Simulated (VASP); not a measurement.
Here is the system:

```xyz
2
Lattice="0.0000 1.8127 1.8127 1.8127 0.0000 1.8127 1.8127 1.8127 0.0000" Properties=species:S:1:pos:R:3 pbc="T T T"
B      0.0000     0.0000     0.0000
N      0.9064     0.9064     0.9064
```

Level of theory: Hartree-Fock, VASP's PBE PAW potentials (set 64) (plane waves; VASP). Numerical set-up: 520 eV cut-off, 10×10×10 Γ-centred mesh, Gaussian smearing of 0.050 eV, potentials B N.

Question: Give the stress tensor in GPa (positive for a compressed cell).

Answer: 
```
-8.64   0.00   0.00
 0.00  -8.64   0.00
 0.00   0.00  -8.64
```
The pressure is its mean diagonal, -8.64 GPa.

The compound is BN in the zinc blende structure. It was relaxed first. The cell's shape comes from a PBE relaxation.
